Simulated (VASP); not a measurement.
Given:

```
CELL_PARAMETERS angstrom
      2.31863    -4.01598     0.00000
      2.31863     4.01598     0.00000
      0.00000     0.00000     7.30995
ATOMIC_POSITIONS crystal
  Mg 0.00000 0.00000 0.00000
  Mg 0.33333 0.66667 0.63367
  Mg 0.66667 0.33333 0.36633
  Sb 0.33333 0.66667 0.22687
  Sb 0.66667 0.33333 0.77313
```

Calculation: revPBE GGA, VASP's PBE PAW potentials (set 64) (plane waves; VASP 6.6.1). Settings: 520 eV cut-off, 6×6×4 Γ-centred mesh, tetrahedra with Blöchl corrections, potentials Mg Sb.

The cores are frozen, which limits the accuracy of field gradients.

Task: Give the principal components of the electric field gradient (V/Å²) and the asymmetry η at each nucleus.

Result: 
```
atom    Vxx    Vyy   Vzz     η
----  -----  -----  ----  ----
Mg1    -0.6   -0.6   1.3  0.00
Mg2    -0.6   -0.6   1.2  0.00
Mg3    -0.6   -0.6   1.2  0.00
Sb4   -17.4  -17.4  34.7  0.00
Sb5   -17.4  -17.4  34.7  0.00
```

The compound is Mg3Sb2 in the a-la2o3 structure. It was relaxed first.
